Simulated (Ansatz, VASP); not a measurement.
## NiTe2: VASP beside Ansatz

One calculation is typed for both programs; each brings its own data sets and cutoff. How far apart do they land? The cell is taken from a series of VASP runs on this material, whose earlier steps may have relaxed, scaled or displaced it; both programs get it as it stands.

Program: Ansatz 0.2.0. Level of theory: plane waves, with VASP 6.6.1 beside it; relaxation of cell and atoms at PBEsol, DFT+U. Results are calculated unless marked as measured.

## Step 1: Starting point

The structure is trigonal, space group P-3m1 (No. 164). The conventional cell has a = 3.792 Å, b = 3.792 Å, c = 5.098 Å, α = 90.00°, β = 90.00°, γ = 120.00°. Ni has 6 Te at 2.54 Å nearest. Nearest to Te lie 3 Ni at 2.54 Å. Farther neighbours and most contacts between anions are not listed.

Coordinates:

```cif
data_structure
_symmetry_space_group_name_H-M 'P 1'
_symmetry_Int_Tables_number 1
_cell_length_a 3.7923
_cell_length_b 3.7923
_cell_length_c 5.0981
_cell_angle_alpha 90.000
_cell_angle_beta 90.000
_cell_angle_gamma 120.000
_cell_volume 63.49
loop_
_atom_site_label
_atom_site_type_symbol
_atom_site_fract_x
_atom_site_fract_y
_atom_site_fract_z
_atom_site_occupancy
Ni1 Ni 0.00000 0.00000 0.00000 1
Te2 Te 0.33333 0.66667 0.25349 1
Te3 Te 0.66667 0.33333 0.74651 1
```

## Step 2: VASP: relaxation of cell and atoms, PBEsol, DFT+U

The relaxed volume is the usual yardstick between codes: its relative difference is about their pressure difference at one cell divided by the bulk modulus.

Lines of VASP's logs that name or quote its potential files are left out, and so is its time.

File INCAR:

```
SYSTEM = NiTe2
PREC = Accurate
ENCUT = 400
EDIFF = 1E-06
NELM = 100
ISMEAR = 0
SIGMA = 0.05
LREAL = .FALSE.
ALGO = Normal
GGA = PS
NBANDS = 18
ISPIN = 2
MAGMOM = 0 -0 -0
LDAU = .TRUE.
LDAUTYPE = 2
LDAUL = 2 -1
LDAUU = 5 0
LDAUJ = 0 0
LDAUPRINT = 1
LASPH = .TRUE.
LMAXMIX = 4
LORBIT = 11
LWAVE = .FALSE.
LCHARG = .FALSE.
KPAR = 8
IBRION = 2
NSW = 60
ISIF = 3
EDIFFG = -0.01
```

File POSCAR:

```
NiTe2
1.0
    3.7922632704      0.0000000000      0.0000000000
   -1.8961316352      3.2841963299      0.0000000000
    0.0000000000      0.0000000000      5.0981087609
Ni Te
1 2
Direct
    0.0000000000      0.0000000000      0.0000000000
    0.3333333333      0.6666666667      0.2534894376
    0.6666666667      0.3333333333      0.7465105624
```

File KPOINTS:

```
Automatic mesh
0
Gamma
8 8 5
0 0 0
```

PAW data sets: Ni and Te (PBE family, release 64).

On the command line:

```
$ mpirun -np 8 vasp_std
```

Numbers of over 12 decimals in the logs are rounded to 6 here.

Log:

```text
[banner, memory and clock lines left out]
running    8 mpi-ranks, on    1 nodes
 distrk:  each k-point on    1 cores,    8 groups
 distr:  one band on    1 cores,    1 groups

 POSCAR found type information on POSCAR NiTe
 POSCAR found :  2 types and       3 ions
|                                                                             |
|           W    W    AA    RRRRR   N    N  II  N    N   GGGG   !!!           |
|           W    W   A  A   R    R  NN   N  II  NN   N  G    G  !!!           |
|           W    W  A    A  R    R  N N  N  II  N N  N  G       !!!           |
|           W WW W  AAAAAA  RRRRR   N  N N  II  N  N N  G  GGG   !            |
|           WW  WW  A    A  R   R   N   NN  II  N   NN  G    G                |
|           W    W  A    A  R    R  N    N  II  N    N   GGGG   !!!           |
|                                                                             |
|     For optimal performance we recommend to set                             |
|       NCORE = 2 up to number-of-cores-per-socket                            |
|     NCORE specifies how many cores store one orbital (NPAR=cpu/NCORE).      |
|     This setting can greatly improve the performance of VASP for DFT.       |
|     The default, NCORE=1 might be grossly inefficient on modern             |
|     multi-core architectures or massively parallel machines. Do your        |
|     Unfortunately you need to use the default for GW and RPA                |
|     calculations (for HF NCORE is supported but not extensively tested      |
|     yet).                                                                   |
|                                                                             |

|                                                                             |
|               ----> ADVICE to this user running VASP <----                  |
|                                                                             |
|     You enforced a specific xc type in the INCAR file but a different       |
|     [... a line on the potential file left out ...]
|     I HOPE YOU KNOW WHAT YOU ARE DOING!                                     |
|                                                                             |

 LDA part: xc-table for (Slater+PW92), standard interpolation
 POSCAR, INCAR and KPOINTS ok, starting setup
 FFT: planning ... GRIDC
 FFT: planning ... GRID_SOFT
 FFT: planning ... GRID
 WAVECAR not read
 entering main loop
       N       E                     dE             d eps       ncg     rms          rms(c)
DAV:   1     0.104092637707E+03    0.10409E+03   -0.79300E+03  2880   0.938E+02
DAV:   2    -0.470447484144E+01   -0.10880E+03   -0.10468E+03  3114   0.211E+02
DAV:   3    -0.112012710847E+02   -0.64968E+01   -0.64098E+01  3478   0.608E+01
DAV:   4    -0.113239238184E+02   -0.12265E+00   -0.12253E+00  3602   0.796E+00
DAV:   5    -0.113266701845E+02   -0.27464E-02   -0.27462E-02  3498   0.122E+00    0.126E+01
DAV:   6    -0.113686677503E+02   -0.41998E-01   -0.30508E+00  3124   0.331E+01    0.857E+00
DAV:   7    -0.112410766371E+02    0.12759E+00   -0.30178E+00  3628   0.386E+01    0.649E+00
DAV:   8    -0.110493233491E+02    0.19175E+00   -0.11131E+00  3118   0.194E+01    0.128E+00
DAV:   9    -0.110533153650E+02   -0.39920E-02   -0.57366E-02  3230   0.284E+00    0.349E-01
DAV:  10    -0.110533625593E+02   -0.47194E-04   -0.31491E-03  3970   0.623E-01    0.144E-01
DAV:  11    -0.110534860690E+02   -0.12351E-03   -0.81250E-04  3980   0.315E-01    0.658E-02
DAV:  12    -0.110534616206E+02    0.24448E-04   -0.12045E-04  3428   0.159E-01    0.360E-02
DAV:  13    -0.110534676991E+02   -0.60785E-05   -0.13556E-05  4388   0.400E-02    0.212E-02
DAV:  14    -0.110534740721E+02   -0.63730E-05   -0.69870E-06  3200   0.430E-02    0.529E-03
DAV:  15    -0.110534745619E+02   -0.48979E-06   -0.17468E-06  1882   0.112E-02
   1 F= -.11053475E+02 E0= -.11052572E+02  d E =-.110535E+02  mag=     0.0001
 curvature:   0.00 expect dE= 0.000E+00 dE for cont linesearch  0.000E+00
 trial: gam= 0.00000 g(F)=  0.580E-05 g(S)=  0.652E-04 ort = 0.000E+00 (trialstep = 0.100E+01)
 search vector abs. value=  0.710E-04
 bond charge predicted
       N       E                     dE             d eps       ncg     rms          rms(c)
DAV:   1    -0.110543782682E+02   -0.90420E-03   -0.10138E-02  3190   0.157E+00    0.296E-01
DAV:   2    -0.110572919483E+02   -0.29137E-02   -0.31525E-02  3214   0.338E+00    0.564E-01
DAV:   3    -0.110534766079E+02    0.38153E-02   -0.15742E-02  3206   0.246E+00    0.501E-02
DAV:   4    -0.110534570885E+02    0.19519E-04   -0.24910E-04  2982   0.967E-02    0.221E-02
DAV:   5    -0.110534529783E+02    0.41102E-05   -0.18965E-05  3546   0.731E-02    0.109E-02
DAV:   6    -0.110534530800E+02   -0.10175E-06   -0.15715E-06  2000   0.113E-02
   2 F= -.11053453E+02 E0= -.11052544E+02  d E =0.214819E-04  mag=     0.0002
 trial-energy change:    0.000021  1 .order    0.000003   -0.000071    0.000076
 step:   0.3162(harm=  0.4819)  dis= 0.00012  next Energy=   -11.053485 (dE=-0.106E-04)
 bond charge predicted
       N       E                     dE             d eps       ncg     rms          rms(c)
DAV:   1    -0.110539149544E+02   -0.46198E-03   -0.47858E-03  3184   0.108E+00    0.202E-01
DAV:   2    -0.110552410115E+02   -0.13261E-02   -0.14358E-02  3206   0.230E+00    0.380E-01
DAV:   3    -0.110534956182E+02    0.17454E-02   -0.74511E-03  3194   0.166E+00    0.365E-02
DAV:   4    -0.110534830776E+02    0.12541E-04   -0.11881E-04  2988   0.754E-02    0.139E-02
DAV:   5    -0.110534812121E+02    0.18655E-05   -0.72422E-06  3224   0.437E-02    0.725E-03
DAV:   6    -0.110534812437E+02   -0.31652E-07   -0.75696E-07  1536   0.834E-03
   3 F= -.11053481E+02 E0= -.11052577E+02  d E =-.668181E-05  mag=     0.0002
 curvature:  -0.22 expect dE=-0.276E-05 dE for cont linesearch -0.777E-06
 trial: gam= 0.00000 g(F)=  0.974E-06 g(S)=  0.118E-04 ort =-0.160E-04 (trialstep = 0.863E+00)
 search vector abs. value=  0.128E-04
 reached required accuracy - stopping structural energy minimisation
```

From OUTCAR (step 2):

```text
ion  position               nearest neighbor table
   1  0.000  0.000  0.000-   2 2.54   3 2.54   2 2.54   3 2.54   3 2.54   2 2.54
   2  0.333  0.667  0.253-   1 2.54   1 2.54   1 2.54   3 3.33   3 3.33   3 3.33   3 3.39   3 3.39
                             3 3.39
   3  0.667  0.333  0.747-   1 2.54   1 2.54   1 2.54   2 3.33   2 3.33   2 3.33   2 3.39   2 3.39
                             2 3.39

  LATTYP: Found a hexagonal cell.
 ALAT       =     3.7922632704
 C/A-ratio  =     1.3443446294

 Subroutine GETGRP returns: Found 12 space group operations
 (whereof 12 operations were pure point group operations)

The static configuration has the point symmetry D_3d.

 Found     40 irreducible k-points:

   k-points           NKPTS =     40   k-points in BZ     NKDIM =     40   number of bands    NBANDS=     18

   dimension x,y,z NGX =    28 NGY =   28 NGZ =   36
   dimension x,y,z NGXF=    56 NGYF=   56 NGZF=   72

   ENCUT  =  400.0 eV  29.40 Ry    5.42 a.u.   6.18  6.18  8.31*2*pi/ulx,y,z

   NELECT =      22.0000    total number of electrons

 k-points in reciprocal lattice and weights: Automatic mesh
   0.00000000  0.00000000  0.00000000       0.003
   0.12500000  0.00000000  0.00000000       0.019
   0.25000000  0.00000000  0.00000000       0.019
   0.37500000 -0.00000000  0.00000000       0.019
   0.50000000  0.00000000  0.00000000       0.009
   0.12500000  0.12500000  0.00000000       0.019
   0.25000000  0.12500000  0.00000000       0.038
   0.37500000  0.12500000  0.00000000       0.038
   0.25000000  0.25000000  0.00000000       0.019
[...]
0.25000000  0.25000000  0.40000000       0.038
   0.37500000  0.25000000  0.40000000       0.038

atom =   1  type =  1  l = 2

 onsite density matrix

spin component  1

  0.8811 -0.0000  0.0000  0.0690  0.0000
 -0.0000  0.8345 -0.0000 -0.0000  0.0690
  0.0000 -0.0000  0.9261  0.0000 -0.0000
  0.0690 -0.0000  0.0000  0.8345 -0.0000
  0.0000  0.0690 -0.0000 -0.0000  0.8811

spin component  2

  0.8811 -0.0000  0.0000  0.0691  0.0000
 -0.0000  0.8344 -0.0000 -0.0000  0.0691
  0.0000 -0.0000  0.9261  0.0000 -0.0000
  0.0691 -0.0000  0.0000  0.8344 -0.0000
  0.0000  0.0691 -0.0000 -0.0000  0.8811

 occupancies and eigenvectors

  o =  0.7848  v =  0.0000  0.0000  0.0000  0.0000  0.0000  0.0000  0.8123 -0.0000  0.0000 -0.5832      0.0000  0.0000  0.0000  0.0000  0.0000  0.0000  0.0000  0.0000  0.0000  0.0000
  o =  0.7848  v =  0.0000  0.0000  0.0000  0.0000  0.0000  0.5832  0.0000 -0.0000 -0.8123 -0.0000      0.0000  0.0000  0.0000  0.0000  0.0000  0.0000  0.0000  0.0000  0.0000  0.0000
  o =  0.7849  v =  0.0000  0.8123 -0.0000  0.0000 -0.5832  0.0000  0.0000  0.0000  0.0000  0.0000      0.0000  0.0000  0.0000  0.0000  0.0000  0.0000  0.0000  0.0000  0.0000  0.0000
  o =  0.7849  v =  0.5832  0.0000 -0.0000 -0.8123 -0.0000  0.0000  0.0000  0.0000  0.0000  0.0000      0.0000  0.0000  0.0000  0.0000  0.0000  0.0000  0.0000  0.0000  0.0000  0.0000
  o =  0.9261  v =  0.0000  0.0000  0.0000  0.0000  0.0000  0.0000  0.0000  1.0000 -0.0000  0.0000      0.0000  0.0000  0.0000  0.0000  0.0000  0.0000  0.0000  0.0000  0.0000  0.0000
  o =  0.9261  v =  0.0000  0.0000  1.0000 -0.0000  0.0000  0.0000  0.0000  0.0000  0.0000  0.0000      0.0000  0.0000  0.0000  0.0000  0.0000  0.0000  0.0000  0.0000  0.0000  0.0000
  o =  0.9307  v =  0.0000  0.0000  0.0000  0.0000  0.0000  0.0000  0.5832 -0.0000 -0.0000  0.8123      0.0000  0.0000  0.0000  0.0000  0.0000  0.0000  0.0000  0.0000  0.0000  0.0000
  o =  0.9307  v =  0.0000  0.0000  0.0000  0.0000  0.0000 -0.8123  0.0000 -0.0000 -0.5832 -0.0000      0.0000  0.0000  0.0000  0.0000  0.0000  0.0000  0.0000  0.0000  0.0000  0.0000
  o =  0.9307  v =  0.0000  0.5832 -0.0000 -0.0000  0.8123  0.0000  0.0000  0.0000  0.0000  0.0000      0.0000  0.0000  0.0000  0.0000  0.0000  0.0000  0.0000  0.0000  0.0000  0.0000
  o =  0.9307  v = -0.8123  0.0000 -0.0000 -0.5832 -0.0000  0.0000  0.0000  0.0000  0.0000  0.0000      0.0000  0.0000  0.0000  0.0000  0.0000  0.0000  0.0000  0.0000  0.0000  0.0000

 average (electrostatic) potential at core
       1 -81.3589       2 -85.9088       3 -85.9088

 E-fermi :   8.8283

 spin component 1
 k-point     1 :       0.0000    0.0000    0.0000
  band No.  band energies     occupation
    ...
      4       4.6780      1.00000
      5       4.6780      1.00000
      6       5.8320      1.00000
      7       5.8320      1.00000
      8       6.3273      1.00000
      9       9.3360      0.00000
     10       9.3360      0.00000
     11       9.6998      0.00000
     12       9.6998      0.00000
     13      11.6309      0.00000
    ...

 k-point     2 :       0.1250    0.0000    0.0000
  band No.  band energies     occupation
    ...
      6       5.7744      1.00000
      7       5.7942      1.00000
      8       6.2707      1.00000
      9       7.7351      1.00000
     10       8.3670      1.00000
     11       9.4280      0.00000
     12      10.4818      0.00000
     13      11.3308      0.00000
     14      13.3554      0.00000
     15      14.6691      0.00000
    ...

 k-point     3 :       0.2500    0.0000    0.0000
  band No.  band energies     occupation
    ...
      7       5.6409      1.00000
      8       5.9891      1.00000
      9       6.5019      1.00000
     10       7.3210      1.00000
     11       8.2771      1.00000
     12      10.3931      0.00000
     13      10.9671      0.00000
     14      12.8345      0.00000
     15      15.6725      0.00000
     16      15.8247      0.00000
    ...

 k-point     4 :       0.3750   -0.0000    0.0000
  band No.  band energies     occupation
    ...
      7       5.5455      1.00000
      8       5.7370      1.00000
      9       6.2077      1.00000
     10       6.4642      1.00000
     11       7.1582      1.00000
     12       9.2057      0.00000
     13      11.1043      0.00000
     14      12.2013      0.00000
     15      15.0704      0.00000
     16      15.2454      0.00000
    ...

 k-point     5 :       0.5000    0.0000    0.0000
  band No.  band energies     occupation
    ...
      8       5.7936      1.00000
      9       5.8593      1.00000
     10       5.9526      1.00000
     11       6.6840      1.00000
     12       8.6692      1.00000
     13      11.1233      0.00000
     14      12.0027      0.00000
     15      14.8929      0.00000
     16      14.9920      0.00000
     17      15.1793      0.00000
    ...

 k-point     6 :       0.1250    0.1250    0.0000
  band No.  band energies     occupation
    ...
      6       5.5202      1.00000
      7       5.7839      1.00000
      8       6.0902      1.00000
      9       6.7948      1.00000
     10       7.0083      1.00000
     11       9.7152      0.00000
     12       9.8570      0.00000
     13      10.8554      0.00000
     14      13.9742      0.00000
     15      14.1560      0.00000
    ...

  Total        0.0191331      0.0191331      0.0011298      0.0000000      0.0000000      0.0000000
  in kB        0.4830511      0.4830511      0.0285231      0.0000000      0.0000000      0.0000000
  external PRESSURE =       0.3315418 kB  Pullay stress =       0.0000000 kB

  energy-cutoff  :      400.00
  volume of cell :       63.46
      direct lattice vectors                 reciprocal lattice vectors
     3.791716557  0.000000000  0.000000000     0.263732794  0.152266199  0.000000000
    -1.895858279  3.283722862 -0.000000000    -0.000000000  0.304532399  0.000000000
     0.000000000  0.000000000  5.096826563    -0.000000000  0.000000000  0.196200516

 POSITION                                       TOTAL-FORCE (eV/Angst)
 -----------------------------------------------------------------------------------
     -1.89586      3.28372      5.09683        -0.000000      0.000000      0.000000
     -0.00000      2.18915      1.29187         0.000000     -0.000000     -0.003177
      1.89586      1.09457      3.80495        -0.000000      0.000000      0.003177
 -----------------------------------------------------------------------------------
    total drift:                               -0.000000      0.000000      0.000000

  FREE ENERGIE OF THE ION-ELECTRON SYSTEM (eV)
  ---------------------------------------------------
  free  energy   TOTEN  =       -11.0534812437 eV

  energy  without entropy=      -11.0516733341  energy(sigma->0) =      -11.05257729

 reached required accuracy - stopping structural energy minimisation

 total charge
# of ion       s       p       d       tot
------------------------------------------
    1        0.439   0.511   8.680   9.629
    2        1.406   1.860   0.070   3.336
    3        1.406   1.860   0.070   3.336
--------------------------------------------------
tot          3.250   4.231   8.820  16.301

 magnetization (x)
# of ion       s       p       d       tot
------------------------------------------
    1        0.000  -0.000   0.000   0.000
    2        0.000  -0.000   0.000  -0.000
    3        0.000  -0.000   0.000  -0.000
--------------------------------------------------
tot          0.000  -0.000   0.000   0.000

[... 6 further parts left out ...]
```

CONTCAR:

```
NiTe2
   1.00000000000000
     3.7917165572148424    0.0000000000000000    0.0000000000000000
    -1.8958582786074212    3.2837228623931152   -0.0000000000000000
     0.0000000000000000    0.0000000000000000    5.0968265630135656
  Ni              Te
     1     2
Direct
     0.0000000000000000    1.0000000000000000    1.0000000000000000
     0.3333333332999970    0.6666666667000030    0.2534662774861227
     0.6666666667000030    0.3333333332999970    0.7465337225138774
```

This run allows spin, but its moments start at zero, where symmetry between the spins tends to hold them, although Ni can carry a moment. A U on the itinerant d states of such a compound is hard to justify; it moves the bands at the Fermi level.

(Continued in part 2 of 2.)

[Lines on the potential files, build, host, timing and source positions are cut from VASP's logs without a mark.]

[Logs are printed without paths, hosts, clocks, repeated set-up lines and the standing remarks that a program may print on its own settings, such as how far it seeks lower states.]

[Hosts, paths, dates, database ids (printed as entryN), source tags and the programs' standing remarks are cut or masked in the printed files.]
